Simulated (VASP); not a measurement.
Data:

```
CELL_PARAMETERS angstrom
      0.00000     2.55291     2.55291
      2.55291     0.00000     2.55291
      2.55291     2.55291     0.00000
ATOMIC_POSITIONS crystal
  Be 0.00000 0.00000 0.00000
  Te 0.25000 0.25000 0.25000
```

Computed with PBEsol GGA, VASP's PBE PAW potentials (set 64) (plane waves; VASP). Numerical set-up: 500 eV cut-off, 9×9×9 Γ-centred mesh, Gaussian smearing of 0.050 eV, potentials Be Te.

### Question
What does the run give for the energy per atom (σ→0), pressure?

### Answer

- energy per atom (σ→0) = -3.704 eV/atom
- pressure = 29.97 GPa

The structure was generated: BeTe was put into the zinc blende type (F-43m), which need not be its known phase. It was relaxed first under an external pressure of 30 GPa.
